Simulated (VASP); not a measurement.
```xyz
1
Lattice="-1.5028 1.5028 1.5028 1.5028 -1.5028 1.5028 1.5028 1.5028 -1.5028" Properties=species:S:1:pos:R:3 pbc="T T T"
V      0.0000     0.0000     0.0000
```

All values below come from r2SCAN+rVV10, VASP's PBE PAW potentials (set 64) (plane waves; VASP 6.6.1). Run with 520 eV cut-off, 17×17×17 Γ-centred mesh, first-order Methfessel-Paxton smearing of 0.10 eV, potentials V_sv.

Q: What does the run give for the energy per atom (σ→0), pressure, band gap (on the k-mesh) with the smallest direct gap where there is one?

A: 
| Item | Result |
|---|---|
| band gap (on the k-mesh) | none (metal, semimetal or under 0.01 eV) |
| energy per atom (σ→0) | -13.836 eV/atom |
| pressure | -4.89 GPa |

Only differences to runs with the same potentials and settings are physical.

The compound is V in the bcc structure. This cell is one point of a volume scan, at 1.03 of the reference volume. The run is not spin-polarised, so no magnetic state was tried.
